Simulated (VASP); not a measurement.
Data:

```
CELL_PARAMETERS angstrom
      1.36409    -2.36267     0.00000
      1.36409     2.36267     0.00000
      0.00000     0.00000     4.31387
ATOMIC_POSITIONS crystal
  Os 0.33333 0.66667 0.25000
  Os 0.66667 0.33333 0.75000
```

Method: PBEsol GGA, VASP's PBE PAW potentials (set 64) (plane waves; VASP). Settings: 500 eV cut-off, 15×15×9 Γ-centred mesh, first-order Methfessel-Paxton smearing of 0.10 eV, potentials Os.

**Question.** The ions, cell shape and volume at an external pressure of 5.0 GPa are relaxed. Predict the relaxed structure.

**Answer.** 
```
CELL_PARAMETERS angstrom
      1.35924    -2.35427     0.00000
      1.35924     2.35427     0.00000
      0.00000     0.00000     4.29849
ATOMIC_POSITIONS crystal
  Os 0.33333 0.66667 0.25000
  Os 0.66667 0.33333 0.75000
```
Space group P6_3/mmc (194), at a tolerance of 0.03 Å.

**Question.** How do energy and volume change from the first to the last step?

**Answer.** The energy (σ→0) changes by +2.2 meV/atom and the volume by -1.1 %, in 3 ionic steps.

The compound is Os in the hcp structure. This run relaxes it under an external pressure of 5 GPa. Symmetry was kept, so distortions that lower it aren't found.
